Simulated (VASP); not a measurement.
Calculation: vdW-DF-cx, VASP's PBE PAW potentials (set 64) (plane waves; VASP 6.6.1).

Input for VASP

File KPOINTS:
```
Automatic mesh
0
Gamma
11 11 9
0 0 0
```

### INCAR
```
# general
SYSTEM  =MgB2
PREC    =Accurate
ENCUT   =520
LREAL   =.FALSE.
LASPH   =.TRUE.

# electronic loop
EDIFF   =1E-7
NELM    =100
ALGO    =Normal

# smearing
ISMEAR  =1
SIGMA   =0.1

# functional
GGA     =CX
LUSE_VDW=.TRUE.
AGGAC   =0.0

# ions
IBRION  =2
NSW     =30
ISIF    =4
EDIFFG  =-0.01

# output
LWAVE   =.FALSE.
LCHARG  =.FALSE.
```

**POSCAR**
```
MgB2
1
    1.5114379506    -2.6178868375     0.0000000000
    1.5114379506     2.6178868375     0.0000000000
    0.0000000000     0.0000000000     3.4123464475
Mg B
1 2
Direct
  0.0000000000   0.0000000000   1.0000000000
  0.3333330000   0.6666670000   0.5000000000
  0.6666670000   0.3333330000   0.5000000000
```

POTCAR, in this order: Mg B (PBE.64 set). Program: vasp_std.

Output of the run:

**OSZICAR**
```
       N       E                     dE             d eps       ncg     rms          rms(c)
DAV:   1     0.883937598492E+01    0.88394E+01   -0.41260E+03  1392   0.850E+02
DAV:   2    -0.142271451710E+02   -0.23067E+02   -0.21560E+02  1872   0.114E+02
DAV:   3    -0.144809750765E+02   -0.25383E+00   -0.25382E+00  1680   0.145E+01
DAV:   4    -0.144812505995E+02   -0.27552E-03   -0.27552E-03  2008   0.463E-01
DAV:   5    -0.144812507006E+02   -0.10103E-06   -0.10099E-06  1656   0.673E-03    0.547E+00
DAV:   6    -0.131305445555E+02    0.13507E+01   -0.21542E+00  1408   0.806E+00    0.270E+00
DAV:   7    -0.128904471799E+02    0.24010E+00   -0.12962E+00  1496   0.625E+00    0.792E-01
DAV:   8    -0.128936445930E+02   -0.31974E-02   -0.19079E-01  1448   0.270E+00    0.523E-01
DAV:   9    -0.128801754176E+02    0.13469E-01   -0.45493E-02  1424   0.121E+00    0.568E-02
DAV:  10    -0.128802147414E+02   -0.39324E-04   -0.12726E-03  1816   0.267E-01    0.322E-02
DAV:  11    -0.128801878390E+02    0.26902E-04   -0.25552E-04  1392   0.954E-02    0.784E-03
DAV:  12    -0.128801836156E+02    0.42234E-05   -0.17526E-05  1536   0.260E-02    0.106E-03
DAV:  13    -0.128801836238E+02   -0.82317E-08   -0.27535E-07  1800   0.435E-03
   1 F= -.12880184E+02 E0= -.12880243E+02  d E =-.128802E+02
```

File OUTCAR:
```
------------------------ aborting loop because EDIFF is reached ----------------------------------------
  FORCE on cell =-STRESS in cart. coord.  units (eV):
  Direction    XX          YY          ZZ          XY          YZ          ZX
  --------------------------------------------------------------------------------------
  Total        1.7275548      1.7275541      1.7662659      0.0000000     -0.0000000      0.0000000
  in kB      102.4986403    102.4986023    104.7954320      0.0000000     -0.0000000      0.0000000
  external PRESSURE =     103.2642249 kB  Pullay stress =       0.0000000 kB
  volume of cell :       27.00
      direct lattice vectors                 reciprocal lattice vectors
     1.511437951 -2.617886837  0.000000000     0.330810802 -0.190993741  0.000000000
     1.511437951  2.617886837  0.000000000     0.330810802  0.190993741  0.000000000
     0.000000000  0.000000000  3.412346448     0.000000000  0.000000000  0.293053480
 POSITION                                       TOTAL-FORCE (eV/Angst)
 -----------------------------------------------------------------------------------
      0.00000      0.00000      0.00000        -0.000000     -0.000000      0.000000
      1.51144      0.87263      1.70617         0.000000     -0.000000      0.000000
      1.51144     -0.87263      1.70617         0.000000      0.000000      0.000000
 -----------------------------------------------------------------------------------
    total drift:                                0.000000     -0.000000      0.000000
  FREE ENERGIE OF THE ION-ELECTRON SYSTEM (eV)
  ---------------------------------------------------
  free  energy   TOTEN  =       -12.8801836238 eV

  energy  without entropy=      -12.8803609500  energy(sigma->0) =      -12.88024273

 reached required accuracy - stopping structural energy minimisation
```
(Selected blocks of OUTCAR.)

The compound is MgB2 in the AlB2 type structure. This cell is one point of a volume scan, at 0.94 of the reference volume.
